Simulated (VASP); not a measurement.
Input:

```
Se
1.0
    2.18315    -3.78133     0.00000
    2.18315     3.78133     0.00000
    0.00000     0.00000     4.98584
Se
3
Direct
  0.00000   0.21755   0.66667
  0.78245   0.78245   0.00000
  0.21755   0.00000   0.33333
```

Method: r2SCAN meta-GGA, VASP's PBE PAW potentials (set 64) (plane waves; VASP). Settings: 480 eV cut-off, 6×6×4 Γ-centred mesh, Gaussian smearing of 0.050 eV, potentials Se.

Task: What does the run give for the energy per atom (σ→0), pressure, largest force?

Result: 
| Quantity | Value |
|---|---|
| energy per atom (σ→0) | -14.295 eV/atom |
| pressure | 2.89 GPa |
| largest force | 0.607 eV/Å |

The absolute energy has meaning only against runs of the same code, potentials and settings.

The compound is Se in the trig structure. This cell was strained or had an atom moved on purpose.
